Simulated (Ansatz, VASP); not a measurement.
## GaN: VASP beside Ansatz

One calculation is typed for both programs; each brings its own data sets. How far apart do they land? The cell is taken from a series of runs on this material, whose earlier steps may have relaxed, scaled, displaced or heated it; both programs get it as it stands.

Main program and level: Ansatz 0.2.0; plane waves, with VASP 6.6.1 beside it; single point at PBE0.

### Step 1. The starting structure

The structure is cubic, space group F-43m (No. 216). Conventional cell: a = 4.507 Å, b = 4.507 Å, c = 4.507 Å, α = 90.00°, β = 90.00°, γ = 90.00°. Nearest to Ga lie 4 N at 1.95 Å. Nearest to N lie 4 Ga at 1.95 Å. Farther neighbours and most contacts between anions are not listed.

Coordinates:

```
Ga N
1.0
     0.00000    2.25350    2.25350
     2.25350    0.00000    2.25350
     2.25350    2.25350    0.00000
Ga N
1 1
Cartesian
  0.0000 0.0000 0.0000
  3.3803 3.3803 3.3803
```

### Step 2. VASP: single point, PBE0

With cell and atoms fixed, the geometry can't cause a difference; cores, projectors, grids and the points listed under the comparison can.

Lines of VASP's logs that name or quote its potential files are left out, and so is its time.

The run reads the wave functions of an earlier VASP run, which isn't shown here.

INCAR

```
SYSTEM = GaN
PREC = Accurate
ENCUT = 520
EDIFF = 1E-06
NELM = 100
ISMEAR = 0
SIGMA = 0.01
LREAL = .FALSE.
ALGO = Normal
LHFCALC = .TRUE.
AEXX = 0.25
GGA = PE
LASPH = .TRUE.
NBANDS = 15
PRECFOCK = Fast
LORBIT = 11
LWAVE = .FALSE.
LCHARG = .FALSE.
KPAR = 8
ISIF = 2
```

POSCAR

```
GaN
1.0
    0.0000000000      2.2535006075      2.2535006075
    2.2535006075      0.0000000000      2.2535006075
    2.2535006075      2.2535006075      0.0000000000
Ga N
1 1
Direct
    0.0000000000      0.0000000000      0.0000000000
    0.7500000000      0.7500000000      0.7500000000
```

KPOINTS

```
Automatic mesh
0
Gamma
6 6 6
0 0 0
```

PAW data sets: Ga_d and N (PBE family, release 64).

Run with:

```bash
$ mpirun -np 8 vasp_std
```

Numbers of over 12 decimals in the logs are rounded to 6 here.

The log of the run:

```text
[banner, memory and clock lines left out]
running    8 mpi-ranks, on    1 nodes
 distrk:  each k-point on    1 cores,    8 groups
 distr:  one band on    1 cores,    1 groups

 POSCAR found type information on POSCAR GaN
 POSCAR found :  2 types and       2 ions
|                                                                             |
|           W    W    AA    RRRRR   N    N  II  N    N   GGGG   !!!           |
|           W    W   A  A   R    R  NN   N  II  NN   N  G    G  !!!           |
|           W    W  A    A  R    R  N N  N  II  N N  N  G       !!!           |
|           W WW W  AAAAAA  RRRRR   N  N N  II  N  N N  G  GGG   !            |
|           WW  WW  A    A  R   R   N   NN  II  N   NN  G    G                |
|           W    W  A    A  R    R  N    N  II  N    N   GGGG   !!!           |
|                                                                             |
|     For optimal performance we recommend to set                             |
|       NCORE = 2 up to number-of-cores-per-socket                            |
|     NCORE specifies how many cores store one orbital (NPAR=cpu/NCORE).      |
|     This setting can greatly improve the performance of VASP for DFT.       |
|     The default, NCORE=1 might be grossly inefficient on modern             |
|     multi-core architectures or massively parallel machines. Do your        |
|     Unfortunately you need to use the default for GW and RPA                |
|     calculations (for HF NCORE is supported but not extensively tested      |
|     yet).                                                                   |
|                                                                             |

 LDA part: xc-table for (Slater+PW92), standard interpolation
 found WAVECAR, reading the header
 POSCAR, INCAR and KPOINTS ok, starting setup
 FFT: planning ... GRIDC
 FFT: planning ... GRID_SOFT
 FFT: planning ... GRID
 reading WAVECAR
 the WAVECAR file was read successfully
 initial charge from wavefunction
 entering main loop
       N       E                     dE             d eps       ncg     rms          rms(c)
DAV:   1    -0.156685941979E+02   -0.15669E+02   -0.47964E-01   688   0.234E+01    0.581E-01
DAV:   2    -0.156682788126E+02    0.31539E-03   -0.42077E-02   614   0.525E+00    0.397E-01
DAV:   3    -0.156662329141E+02    0.20459E-02   -0.55989E-03   659   0.195E+00    0.217E-01
DAV:   4    -0.156659307437E+02    0.30217E-03   -0.12142E-03   701   0.465E-01    0.104E-01
DAV:   5    -0.156658437770E+02    0.86967E-04   -0.78861E-05   607   0.107E-01    0.601E-02
DAV:   6    -0.156658093459E+02    0.34431E-04   -0.13917E-05   557   0.404E-02    0.345E-02
DAV:   7    -0.156657968931E+02    0.12453E-04   -0.49304E-06   564   0.207E-02    0.197E-02
DAV:   8    -0.156657925243E+02    0.43688E-05   -0.12679E-06   431   0.145E-02    0.117E-02
DAV:   9    -0.156657909168E+02    0.16075E-05   -0.64341E-07   324   0.105E-02    0.713E-03
DAV:  10    -0.156657903140E+02    0.60277E-06   -0.30971E-07   324   0.630E-03
   1 F= -.15665790E+02 E0= -.15665790E+02  d E =-.398394E-70
```

From OUTCAR (step 2):

```text
ion  position               nearest neighbor table
   1  0.000  0.000  0.000-   2 1.95   2 1.95   2 1.95   2 1.95
   2  0.750  0.750  0.750-   1 1.95   1 1.95   1 1.95   1 1.95

  LATTYP: Found a face centered cubic cell.
 ALAT       =     4.5070012150

 Subroutine GETGRP returns: Found 24 space group operations
 (whereof 24 operations were pure point group operations)

The static configuration has the point symmetry T_d .

 Found     16 irreducible k-points:

   k-points           NKPTS =     16   k-points in BZ     NKDIM =    216   number of bands    NBANDS=     15

   dimension x,y,z NGX =    24 NGY =   24 NGZ =   24
   dimension x,y,z NGXF=    48 NGYF=   48 NGZF=   48

   ENCUT  =  520.0 eV  38.22 Ry    6.18 a.u.   5.93  5.93  5.93*2*pi/ulx,y,z

   NELECT =      18.0000    total number of electrons

 k-points in reciprocal lattice and weights: Automatic mesh
   0.00000000  0.00000000  0.00000000       0.005
   0.16666667  0.00000000  0.00000000       0.037
   0.33333333  0.00000000  0.00000000       0.037
   0.50000000  0.00000000  0.00000000       0.019
   0.16666667  0.16666667  0.00000000       0.028
   0.33333333  0.16666667  0.00000000       0.111
   0.50000000  0.16666667  0.00000000       0.111
  -0.33333333  0.16666667  0.00000000       0.111
  -0.16666667  0.16666667  0.00000000       0.056
[...]
-0.33333333  0.33333333  0.16666667       0.111
  -0.33333333  0.50000000  0.16666667       0.056

  exchange ACFDT corr.  =         0.00000000  see jH, gK, PRB 81, 115126

 average (electrostatic) potential at core
       1 -56.1011       2 -56.5661

 E-fermi :   4.2017

 k-point     1 :       0.0000    0.0000    0.0000
  band No.  band energies     occupation
    ...
      5     -11.2061      2.00000
      6     -11.2061      2.00000
      7       4.0781      2.00000
      8       4.0781      2.00000
      9       4.0781      2.00000
     10       7.7784      0.00000
     11      16.7606      0.00000
     12      16.7606      0.00000
     13      16.7606      0.00000
     14      24.2050      0.00000
    ...

 k-point     2 :       0.1667    0.0000    0.0000
  band No.  band energies     occupation
    ...
      5     -11.2078      2.00000
      6     -11.2078      2.00000
      7       1.6718      2.00000
      8       3.7830      2.00000
      9       3.7831      2.00000
     10       9.4560      0.00000
     11      15.7099      0.00000
     12      17.1547      0.00000
     13      17.1547      0.00000
     14      23.2027      0.00000
    ...

 k-point     3 :       0.3333    0.0000    0.0000
  band No.  band energies     occupation
    ...
      5     -11.1894      2.00000
      6     -10.4377      2.00000
      7      -1.7271      2.00000
      8       3.2607      2.00000
      9       3.2607      2.00000
     10      10.7281      0.00000
     11      15.1474      0.00000
     12      17.0767      0.00000
     13      17.0767      0.00000
     14      22.0776      0.00000
    ...

  Total       -0.2005094     -0.2005094     -0.2005094     -0.0000000      0.0000000     -0.0000000
  in kB      -14.0359623    -14.0359623    -14.0359623     -0.0000000      0.0000000     -0.0000000
  external PRESSURE =     -14.0359623 kB  Pullay stress =       0.0000000 kB

  energy-cutoff  :      520.00
  volume of cell :       22.89
      direct lattice vectors                 reciprocal lattice vectors
     0.000000000  2.253500607  2.253500607    -0.221877020  0.221877020  0.221877020
     2.253500607  0.000000000  2.253500607     0.221877020 -0.221877020  0.221877020
     2.253500607  2.253500607  0.000000000     0.221877020  0.221877020 -0.221877020

 POSITION                                       TOTAL-FORCE (eV/Angst)
 -----------------------------------------------------------------------------------
      0.00000      0.00000      0.00000        -0.000000     -0.000000      0.000000
      3.38025      3.38025      3.38025         0.000000      0.000000     -0.000000
 -----------------------------------------------------------------------------------
    total drift:                               -0.000006      0.000018      0.000003

  FREE ENERGIE OF THE ION-ELECTRON SYSTEM (eV)
  ---------------------------------------------------
  free  energy   TOTEN  =       -15.6657903140 eV

  energy  without entropy=      -15.6657903140  energy(sigma->0) =      -15.66579031

 total charge
# of ion       s       p       d       tot
------------------------------------------
    1        0.754   0.893  10.199  11.845
    2        1.220   2.538   0.000   3.758
--------------------------------------------------
tot          1.974   3.431  10.199  15.604

[... 3 further parts left out ...]
```

The run ends at a pressure of -1.40 GPa.

### Step 3. Ansatz: single point, PBE0

Ansatz runs on its PAW soft_1 files.

The same cell, functional and mesh now go to Ansatz, which takes its cutoff from its data sets.

input.yaml

```yaml
crystal:
  lattice:
    - [0.0, 2.2535006075, 2.2535006075]
    - [2.2535006075, 0.0, 2.2535006075]
    - [2.2535006075, 2.2535006075, 0.0]
  atoms:
    - { symbol: Ga, position: [0.0, 0.0, 0.0] }
    - { symbol: "N", position: [0.75, 0.75, 0.75] }
kpoints:
  mp_grid: { grid: [6, 6, 6] }
  band_path:
    path:
      - [0.0, 0.0, 0.0]
      - [-0.5, -0.5, 0.0]
      - [-0.375, -0.375, 0.25]
      - [-0.375, 0.0, 0.375]
      - [0.0, 0.0, 0.5]
      - [-0.5, -0.25, 0.25]
    npoints: 1
hamiltonian:
  xc: pbe0
  pseudopotentials: { kind: paw, azcp: { folder: soft_1 } }
scf:
  occupations: { method: fixed }
  n_extra_bands: 4
output:
  eigenvalues: true
  write_density: true
  write_potential: true
  elf: true
  volumetric_format: npy
```

Run with:

```bash
$ ansatz run input.yaml --threads 3 --pin off --max-ram 92160MiB --backend cuda --events-out ev --progress --plain --runs-dir out --devices 1 --max-vram 13GiB
```

The log of the run:

```text
scf.n_extra_bands = 4 over 9 filled bands (N_el = 18.0): the run solves 13 bands
GPUs: using 1 of 1 available (devices: 1).
Engine: ansatz 0.2.0, x86_64-unknown-linux-gnu
Pseudopotentials: kind: paw
Pseudopotential: Ga, paw, valence charge 13, recommended cutoff 420 eV (normal), soft_1/Ga.paw.azcp
Pseudopotential: N, paw, valence charge 5, recommended cutoff 420 eV (normal), soft_1/N.paw.azcp
Functional definition: PBE0
  parameter a = 0.25
  parameter kappa = 0.804
  parameter beta = 0.066725
  exchange = (1 - a)*pbe_x(kappa = kappa, mu = beta*pi^2/3) + a*exact_x
  correlation = pbe_c(beta = beta)
davidson cushion auto → on  (no smearing: the cushion is to keep the highest requested band from converging to the state above it; pin scf.eigensolver.cushion to override)
device memory: the entry about to start is reckoned to put 0.4 GiB on a device that reports 51.6 GiB free (of which the cap on the GPU budget leaves the run 13.0 GiB)
GPU FFT provider: cuFFT
GPU libraries: cuBLAS 13.8.2, cuFFT 12.4.0, cuSOLVER 12.3.4
Crystal: 2 atoms, lattice volume = 22.888 Å³
Basis set: ecut = 420 eV, 459 PW (Γ)
Bands: 13, of which v1, the nominal top of the filled ones, is band 9 counted from 1 (8 counted from 0)
Symmetry: 24 space group operations
Space group: F-43m (ITA 216), of the structure as read, at distance tolerance 2.8e-5 Å
k-points: 16 of 216 (time reversal used)
Non-local potential: Ga, projectors of the file, l = 0: 2, l = 1: 2, l = 2: 3, l = 3: 1
Non-local potential: N, projectors of the file, l = 0: 2, l = 1: 2, l = 2: 1
PAW form: soft (Blöchl's): semilocal exchange-correlation on the pseudo side does not see the compensation charge
PAW frozen core: Ga, regenerated for the run's functional, and the local potential with it (the file was generated under x = pbe(κ = 0.804, μ = 0.219515), c = pbe(β = 0.066725))
PAW frozen core: N, regenerated for the run's functional, and the local potential with it (the file was generated under x = pbe(κ = 0.804, μ = 0.219515), c = pbe(β = 0.066725))
PAW one-centre angular grid: Ga, 590 points (default); XC on 64 Gauss nodes
PAW one-centre angular grid: N, 110 points (default); XC on 64 Gauss nodes
Initial density: superposition of atomic densities (chi_scale 0.1, normalization cell, long waves kept (reshape's long-wave potential 0.00 eV rms))
Initial wavefunctions: pseudopotential atomic-orbital guess
GPU buffer pool allocated for 13824 grid points (all kernels)
GPU transforms: local potential and band sums: pruned to the plane-wave sphere, on 24×24×24
Functional: x = pbe(κ = 0.804, μ = 0.219515), c = pbe(β = 0.066725), warm-up for x = 0.75 pbe(κ = 0.804, μ = 0.219515) + 0.25 exact, c = pbe(β = 0.066725)
SCF iter   1: F=—  HF=-4168.562432 eV  |F-HF|=—  |Δ(HF+E_count)|=         —  Δρ=1.12e-1  dr2=2.53e0  ethr=1.00e-1  ⟨swp⟩=4.8  Hψ=644  notcnv=0
preconditioner: auto → none  [insulator: Δε(μ)=2.562 eV  Ē_g=19.123 eV  n_scr=8 (ndim 8)  ℏωp=32.9 eV  f_vac=0.000]
SCF iter   2: F=—  HF=-4168.028263 eV  |F-HF|=—  |Δ(HF+E_count)|=   5.34e-1  Δρ=6.17e-2  dr2=5.33e-1  ethr=1.40e-2  ⟨swp⟩=3.1  Hψ=566  notcnv=0
iter 3 solved again at ethr=2.56e-4 eV; its pass at ethr=2.96e-3 eV (dr2=4.61e-2 eV) is discarded
SCF iter   3: F=—  HF=-4167.905694 eV  |F-HF|=—  |Δ(HF+E_count)|=   1.23e-1  Δρ=2.07e-2  dr2=4.65e-2  ethr=2.56e-4  ⟨swp⟩=2.5  Hψ=1006  notcnv=0
SCF iter   4: F=—  HF=-4167.903497 eV  |F-HF|=—  |Δ(HF+E_count)|=   2.20e-3  Δρ=6.74e-3  dr2=4.74e-3  ethr=2.56e-4  ⟨swp⟩=2.2  Hψ=483  notcnv=0
SCF iter   5: F=-4167.901328 eV  HF=-4167.901343 eV  |F-HF|=1.52e-5  |Δ(HF+E_count)|=   2.15e-3  Δρ=9.30e-4  dr2=8.42e-5  ethr=2.63e-5  ⟨swp⟩=3.0  Hψ=600  notcnv=0
SCF 1 stopped early in 5 iterations: F = -4167.901328 eV  dr2 = 8.42e-5
  greatest PAW one-centre occupation: 0.995 electrons in one spin orbital (limit 2), on the Ga atom at site 0 (counted from 0), in its partial waves of l = 2
device memory: the entry about to start is reckoned to put 1.1 GiB on a device that reports 51.4 GiB free (of which the cap on the GPU budget leaves the run 13.0 GiB)
GPU FFT provider: cuFFT
GPU libraries: cuBLAS 13.8.2, cuFFT 12.4.0, cuSOLVER 12.3.4
Initial density: handed on by an earlier stage of this run
Initial wavefunctions: those handed on with the density
GPU buffer pool allocated for 13824 grid points (all kernels)
GPU transforms: local potential and band sums: pruned to the plane-wave sphere, on 24×24×24
Functional: x = 0.75 pbe(κ = 0.804, μ = 0.219515) + 0.25 exact, c = pbe(β = 0.066725)
Exchange kernel: α = 0.2500, full range, Wigner–Seitz truncation, v(0) = 10060.4327 eV·Å³, q-mesh 6×6×6, nearest image of the exchange supercell L = 19.12 Å, pair-density grid 15×15×15, without the augmentation charges, whose exchange is taken in its separable form by FFT convolution over the k-point mesh (sized by the pseudopotential files, 18×18×18 at the most), smooth part of the exact exchange by density-matrix convolution in up to 1.49 GiB of GPU memory as planned if the GPU has room (build and FFT work areas not counted)
Frozen-core exchange: fock
SCF iter   1: F=—  HF=-4168.497290 eV  |F-HF|=—  |Δ(HF+E_count)|=         —  Δρ=1.86e-2  dr2=3.20e-2  ethr=4.68e-6  ⟨swp⟩=5.6  Hψ=1041  notcnv=0
preconditioner: auto → none  [insulator: Δε(μ)=3.587 eV  Ē_g=22.761 eV  n_scr=8 (ndim 8)  ℏωp=32.9 eV  f_vac=0.001]
SCF iter   2: F=—  HF=-4168.483280 eV  |F-HF|=—  |Δ(HF+E_count)|=   1.40e-2  Δρ=2.70e-3  dr2=2.20e-3  ethr=4.68e-6  ⟨swp⟩=4.0  Hψ=874  notcnv=0
SCF iter   3: F=—  HF=-4168.493317 eV  |F-HF|=—  |Δ(HF+E_count)|=   1.00e-2  Δρ=2.23e-3  dr2=6.02e-4  ethr=4.20e-6  ⟨swp⟩=3.8  Hψ=698  notcnv=0
SCF iter   4: F=—  HF=-4168.493166 eV  |F-HF|=—  |Δ(HF+E_count)|=   1.51e-4  Δρ=1.84e-4  dr2=2.94e-5  ethr=2.97e-6  ⟨swp⟩=3.0  Hψ=547  notcnv=0
SCF iter   5: F=-4168.493320 eV  HF=-4168.493323 eV  |F-HF|=2.22e-6  |Δ(HF+E_count)|=   1.57e-4  Δρ=2.09e-4  dr2=6.38e-6  ethr=2.51e-8  ⟨swp⟩=4.1  Hψ=858  notcnv=0
SCF 2 stopped early in 5 iterations: F = -4168.493320 eV  dr2 = 6.38e-6
hybrid outer 1: dexx = +1.093e-2 eV, tail = 4.86e-5 eV
GPU FFT provider: cuFFT
GPU libraries: cuBLAS 13.8.2, cuFFT 12.4.0, cuSOLVER 12.3.4
GPU buffer pool allocated for 13824 grid points (all kernels)
GPU transforms: local potential and band sums: pruned to the plane-wave sphere, on 24×24×24
Exchange kernel: α = 0.2500, full range, Wigner–Seitz truncation, v(0) = 10060.4327 eV·Å³, q-mesh 6×6×6, nearest image of the exchange supercell L = 19.12 Å, pair-density grid 15×15×15, without the augmentation charges, whose exchange is taken in its separable form by FFT convolution over the k-point mesh (sized by the pseudopotential files, 18×18×18 at the most), smooth part of the exact exchange by density-matrix convolution in up to 1.49 GiB of GPU memory as planned if the GPU has room (build and FFT work areas not counted)
Frozen-core exchange: fock
SCF iter   1: F=—  HF=-4168.493085 eV  |F-HF|=—  |Δ(HF+E_count)|=         —  Δρ=4.58e-5  dr2=3.03e-7  ethr=1.35e-6  ⟨swp⟩=2.9  Hψ=526  notcnv=0
preconditioner: auto → none  [insulator: Δε(μ)=3.654 eV  Ē_g=22.586 eV  n_scr=8 (ndim 8)  ℏωp=32.9 eV  f_vac=0.002]
SCF iter   2: F=—  HF=-4168.493087 eV  |F-HF|=—  |Δ(HF+E_count)|=   1.23e-6  Δρ=3.53e-5  dr2=1.68e-7  ethr=1.03e-9  ⟨swp⟩=4.4  Hψ=887  notcnv=0
iter 3 solved again at ethr=6.49e-11 eV; its pass at ethr=8.35e-10 eV (dr2=1.17e-8 eV) is discarded
SCF iter   3: F=-4168.493087 eV  HF=-4168.493087 eV  |F-HF|=2.38e-9  |Δ(HF+E_count)|=   4.43e-8  Δρ=1.03e-5  dr2=1.27e-8  ethr=6.49e-11  ⟨swp⟩=3.0  Hψ=1037  notcnv=0
eigensolver tolerance schedule: the retry pair's looser diagonalisation over-reported the residual by 0.14 of it (diagonalisation noise at 0.15 of the residual, at the tolerance the schedule requests for it); recorded, not acted on — ethr = c·dr2/N_el stays at c = 1.0e-1
SCF 3 converged in 3 iterations: F = -4168.493087 eV  dr2 = 1.27e-8
hybrid outer 2: dexx = +5.945e-7 eV, tail = 4.95e-8 eV, Δε = 3.19e-3 eV (about 1.47e-4 eV left of the loop's levels)
device memory: the entry about to start is reckoned to put 0.3 GiB on a device that reports 52.7 GiB free (of which the cap on the GPU budget leaves the run 13.0 GiB)
NSCF: frozen V_eff on 6 k-points
hybrid SCF converged: 2 outer / 8 inner (+5 warm-up), last move |dexx| = 5.94e-7 eV, tail = 4.95e-8 eV
Stability not checked: this state was not tested for a lower state beside it, because the functional holds exact exchange (a hybrid, or Hartree-Fock), whose exchange loop this test does not read (fock_operator; see scf.lower_state_search)
Free energy (F): -4168.493087 eV
Frozen-core exchange: fock
Harris-Foulkes:  -4168.493087 eV  (|F-HF|=2.38e-9)
Internal energy: -4168.493087 eV  (E = F + TS)
E sigma→0 (E₀):  -4168.493087 eV
Fermi energy:    8.435653 eV
--- Per-component energies (eV) ---
  E_band       = -54.253751
  E_kinetic    = 240.131307
  E_local      = -1417.363391  (includes V_loc(G=0)·N_el)
  E_nonlocal   = -54.379885
  E_hartree    = 900.389312
  E_xc         = -94.179471
  E_vxc        = -100.886349  (∫ρ·V_xc dr)
  E_exx        = -69.464822  (= α·E_x^exact, valence–valence)
  E_paw        = -2086.231905  (= ΣΔE_a)
  E_vpaw       = -383.608658  (= ΣTr[D̂ρ^β])
  E_aug_tail   = 0.000807  (compensation charges beyond the density's cutoff)
  E_ewald      = -1587.434954
  E_core_change = 0.039917  (= ΣΔE_core)
  E_smearing   = -0.000000  (= −TS)
  E_closure    = -0.000000  (closes the sum)
  Σ components = -4168.493087   (vs F -4168.493087, Δ=0.00e0)
--- Band table (eV; the first three rows and the last of 16) ---
  k-point 0: bands = [... 5 lower, -6.9695, 8.4357, 8.4357, 8.4357, 12.0900, 21.1145, 21.1145, 21.1145]
  k-point 1: bands = [... 5 lower, -6.9712, 6.0202, 8.1393, 8.1393, 13.7795, 20.0561, 21.5075, 21.5075]
  k-point 2: bands = [... 5 lower, -6.1522, 2.6215, 7.6157, 7.6157, 15.0575, 19.4877, 21.4214, 21.4214]
  k-point 15: bands = [... 5 lower, -4.5038, 2.1780, 4.6917, 4.7621, 15.6986, 18.8346, 22.1678, 22.3153]
```

### Step 4. Side by side

Known differences besides the potentials themselves: exact exchange at q = 0 is treated differently, which shows on coarse meshes; VASP keeps PBE cores, Ansatz makes them for the functional; fixed occupations in Ansatz, narrow Gaussian smearing in VASP; the cutoff is 420 eV in Ansatz and 520 eV in VASP; VASP takes a coarser grid for exact exchange (PRECFOCK = Fast). Total energies have different zeros and are not compared.

Both answers:

```
              quantity  Ansatz   VASP  difference
gap on the k mesh (eV)   3.654  3.700      -0.046
```

A gap on the mesh is an upper bound, since the band edges may lie between its points.

### Step 5. Results

```yaml
difference_in_gap_on_the_k_mesh_single_point_pbe0: -0.046 eV
```

**Reading.** The difference in gap on the k mesh is -0.046 eV (single point, PBE0), within the 0.08 eV picked in this series as the mark of a large difference. Such differences can come from data sets, numerical settings and the points named under the comparisons, not from the functional's error against experiment.

[Lines on the potential files, build, host, timing and source positions are cut from VASP's logs without a mark.]

[Logs are printed without paths, hosts, clocks, repeated set-up lines and the standing remarks that a program may print on its own settings, such as how far it seeks lower states.]

[Hosts, paths, dates, database ids (printed as entryN), source tags and the programs' standing remarks are cut or masked in the printed files.]
